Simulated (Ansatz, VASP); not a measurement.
# Cross-check of BN between VASP and Ansatz, part 3 of 3

Aim: how closely do two programs agree when they are given the same cell, functional and k mesh? The cell is taken from a series of runs on this material, whose earlier steps may have relaxed, scaled, displaced or heated it; both programs get it as it stands.

VASP 6.6.1 and Ansatz 0.2.0.

So far: The structure; VASP: zone-centre phonons, PBE with D3(BJ), pair 1; Ansatz: zone-centre phonons, PBE with D3(BJ), pair 1; Comparison; Ansatz: zone-centre phonons, PBE with D3(BJ), pair 2; VASP: zone-centre phonons, PBE with D3(BJ), pair 2.

## Step 8: Ansatz: zone-centre phonons, PBE with D3(BJ), pair 3

Level of this step: Ansatz beside VASP: Kohn-Sham DFT, plane waves, PBE with D3(BJ) (Ansatz).

Second derivatives magnify differences that forces hide, and they need a tight electronic threshold. The cell compared in this pair holds 33.81 Å³, against 33.09 Å³ for the pair before.

The cell is taken from a series of runs on this material, whose earlier steps may have relaxed, scaled, displaced or heated it; both programs get it as it stands.

File input.yaml:

```yaml
crystal:
  lattice:
    - [2.5005124509, 0.0, 0.0]
    - [-1.2502562255, 2.165507305, 0.0]
    - [0.0, 0.0, 6.2442199365]
  atoms:
    - { symbol: B, position: [0.3333333333, 0.6666666667, 0.25] }
    - { symbol: B, position: [0.6666666667, 0.3333333333, 0.75] }
    - { symbol: "N", position: [0.3333333333, 0.6666666667, 0.75] }
    - { symbol: "N", position: [0.6666666667, 0.3333333333, 0.25] }
kpoints:
  mp_grid: { grid: [12, 12, 4] }
hamiltonian:
  xc: pbe
  dispersion: d3bj
  pseudopotentials: { kind: paw, azcp: { folder: soft_1 } }
scf:
  occupations: { method: fixed }
output:
  eigenvalues: true
phonons:
  method: dfpt
  dielectric: true
  rigid_motions: translations
```

Run with:

```bash
ansatz run input.yaml --threads 4 --pin off --max-ram 16384MiB --backend cpu --events-out ev --progress --plain --runs-dir out
```

Numbers of over 12 decimals in the logs are rounded to 6 here.

What it wrote:

```text
[...]
Crystal: 4 atoms, lattice volume = 33.812 Å³
Basis set: ecut = 420 eV, 663 PW (Γ), exchange–correlation on 36×36×96 points (8 copies of the dense FFT grid, shifted against one another)
Bands: 12, of which v1, the nominal top of the filled ones, is band 8 counted from 1 (7 counted from 0)
Symmetry: 24 space group operations
k-points: 164 of 576 (irreducible under 2 space group operations, time reversal used)
[...]
optical modes at Γ + LO–TO along q̂ = [1.0000, 0.0000, 0.0000]:
      ω (cm⁻¹)  modes    IR ((D/Å)²/amu)
[...]
optical modes at Γ + LO–TO along q̂ = [0.0000, 1.0000, 0.0000]:
      ω (cm⁻¹)  modes    IR ((D/Å)²/amu)
[...]
optical modes at Γ + LO–TO along q̂ = [0.0000, 0.0000, 1.0000]:
      ω (cm⁻¹)  modes    IR ((D/Å)²/amu)
[...]
793.22      1             0.0000
        805.98      1             6.0468
       1365.46      2           111.7403
       1365.90      2             0.0000
[key lines of the parts left out:]
SCF converged after 9 iterations
Free energy (F): -1085.372233 eV
Fermi energy:    5.492828 eV
```

## Step 9: VASP: zone-centre phonons, PBE with D3(BJ), pair 3

The same cell, functional and mesh now go to VASP, with its own data sets.

File INCAR:

```
SYSTEM = BN
PREC = Accurate
ENCUT = 600
EDIFF = 1E-08
NELM = 120
ISMEAR = 0
SIGMA = 0.01
LREAL = .FALSE.
ALGO = Normal
GGA = PE
IVDW = 12
NBANDS = 14
LORBIT = 11
LWAVE = .FALSE.
LCHARG = .FALSE.
ISIF = 2
IBRION = 6
NFREE = 2
POTIM = 0.015
NSW = 1
LASPH = .TRUE.
GGA_COMPAT = .FALSE.
EFERMI = MIDGAP
KPAR = 2
```

File POSCAR:

```
BN
1.0
    2.5005124509      0.0000000000      0.0000000000
   -1.2502562255      2.1655073050      0.0000000000
    0.0000000000      0.0000000000      6.2442199365
B N
2 2
Direct
    0.3333333334      0.6666666668      0.2500000000
    0.6666666668      0.3333333334      0.7500000000
    0.3333333334      0.6666666668      0.7500000000
    0.6666666668      0.3333333334      0.2500000000
```

File KPOINTS:

```
Automatic mesh
0
Gamma
12 12 4
0 0 0
```

The projector-augmented-wave data sets are B and N (PBE family, release 64).

Run with:

```bash
mpirun -np 2 vasp_std
```

What it wrote:

```text
[... set-up lines as in an earlier step ...]
 entering main loop
       N       E                     dE             d eps       ncg     rms          rms(c)
DAV:   1     0.625785215246E+02    0.62579E+02   -0.89661E+03  1596   0.120E+03
DAV:   2    -0.345038610436E+02   -0.97082E+02   -0.87176E+02  2208   0.271E+02
DAV:   3    -0.385673486179E+02   -0.40635E+01   -0.40318E+01  2094   0.552E+01
DAV:   4    -0.385982904883E+02   -0.30942E-01   -0.30923E-01  1878   0.506E+00
[...]
DAV:  13    -0.350994537477E+02   -0.11609E-06   -0.96392E-07  2124   0.780E-03    0.917E-04
DAV:  14    -0.350994538320E+02   -0.84289E-07   -0.13428E-07  1692   0.281E-03    0.215E-04
DAV:  15    -0.350994538327E+02   -0.68599E-09   -0.39414E-09  1650   0.502E-04
   1 F= -.35709181E+02 E0= -.35709181E+02  d E =0.000000E+00
[... from here on, the cycles between the ionic steps are left out ...]
   2 F= -.35704481E+02 E0= -.35704481E+02  d E =0.000000E+00
   3 F= -.35704481E+02 E0= -.35704481E+02  d E =0.000000E+00
   4 F= -.35707712E+02 E0= -.35707712E+02  d E =0.000000E+00
   5 F= -.35707712E+02 E0= -.35707712E+02  d E =0.000000E+00
   6 F= -.35704467E+02 E0= -.35704467E+02  d E =0.000000E+00
   7 F= -.35704467E+02 E0= -.35704467E+02  d E =0.000000E+00
   8 F= -.35707664E+02 E0= -.35707664E+02  d E =0.000000E+00
   9 F= -.35707664E+02 E0= -.35707664E+02  d E =0.000000E+00
 Finite differences progress:
  Degree of freedom:   4/  4
  Displacement:        2/  2
  Total:               8/  8
```

Parts of OUTCAR (step 9):

```text
 Edisp (eV)   -0.60973

 Edisp (eV)   -0.60973

  Total       0.55209     0.55209     0.43393    -0.00000     0.00000     0.00000
  in kB      26.16119    26.16119    20.56192    -0.00000     0.00000     0.00000
  external pressure =       24.29 kB  Pullay stress =        0.00 kB

 POSITION                                       TOTAL-FORCE (eV/Angst)
 -----------------------------------------------------------------------------------
     -0.00000      1.44367      1.56105         0.000000     -0.000000      0.013614
      1.25026      0.72184      4.68316        -0.000000      0.000000     -0.189879
     -0.00000      1.44367      4.66816         0.000000     -0.000000      0.202263
      1.25026      0.72184      1.56105         0.000000     -0.000000     -0.025999
 -----------------------------------------------------------------------------------
    total drift:                               -0.000000     -0.000000      0.000138

  FREE ENERGIE OF THE ION-ELECTRON SYSTEM (eV)
  ---------------------------------------------------
  free  energy   TOTEN  =       -35.7076643792 eV

  energy  without entropy=      -35.7076643792  energy(sigma->0) =      -35.70766438

[... 1 part as in an earlier step ...]

[... 2 further parts left out ...]
[key lines of the parts left out:]
E-fermi :   4.9377
```

Levels, forces or a CONTCAR printed for this step are those of its last displaced cell, not of the structure at rest.

## Step 10: Side by side

Compared:

```
                  quantity  Ansatz    VASP  difference
optical mode 1 to 2 (cm⁻¹)    61.8    60.8     +1.67 %
     optical mode 3 (cm⁻¹)   164.6   164.5     +0.06 %
     optical mode 4 (cm⁻¹)   723.3   723.6     -0.05 %
     optical mode 5 (cm⁻¹)   793.2   794.0     -0.09 %
optical mode 6 to 7 (cm⁻¹)  1365.5  1364.9     +0.04 %
optical mode 8 to 9 (cm⁻¹)  1365.9  1365.3     +0.04 %
```

Modes are paired by rising frequency, not by their patterns, so a pair may set unlike modes beside each other; they are those without the splitting of longitudinal modes.

## Step 11: Outcome

| Item | Value |
| --- | --- |
| r.m.s. difference of the optical zone-centre modes, each program's sorted by frequency (zone-centre phonons, PBE with D3(BJ), pair 1) | 0.72 cm⁻¹ |
| difference in optical mode 1 to 2 (zone-centre phonons, PBE with D3(BJ), pair 1) | +1.2 % |
| r.m.s. difference of the optical zone-centre modes, each program's sorted by frequency (zone-centre phonons, PBE with D3(BJ), pair 2) | 0.64 cm⁻¹ |
| difference in optical mode 1 to 2 (zone-centre phonons, PBE with D3(BJ), pair 2) | +1.1 % |
| r.m.s. difference of the optical zone-centre modes, each program's sorted by frequency (zone-centre phonons, PBE with D3(BJ), pair 3) | 0.67 cm⁻¹ |
| difference in optical mode 1 to 2 (zone-centre phonons, PBE with D3(BJ), pair 3) | +1.7 % |

In words: The r.m.s. difference of the optical zone-centre modes, each program's sorted by frequency is 0.72 cm⁻¹ (zone-centre phonons, PBE with D3(BJ), pair 1). Among the rows given in per cent, the largest difference of the zone-centre phonons, PBE with D3(BJ), pair 1 pair is in optical mode 1 to 2, +1.2 %. Among the rows given in per cent, the largest difference of the zone-centre phonons, PBE with D3(BJ), pair 2 pair is in optical mode 1 to 2, +1.1 %. Among the rows given in per cent, the largest difference of the zone-centre phonons, PBE with D3(BJ), pair 3 pair is in optical mode 1 to 2, +1.7 %. 2 further pairs of this series are not shown here. How closely two codes agree says nothing of how well the functional describes the real material.

[Lines on the potential files, build, host, timing and source positions are cut from VASP's logs without a mark.]

[Logs are printed without paths, hosts, clocks, repeated set-up lines and the standing remarks that a program may print on its own settings, such as how far it seeks lower states.]

[Hosts, paths, dates, database ids (printed as entryN), source tags and the programs' standing remarks are cut or masked in the printed files.]
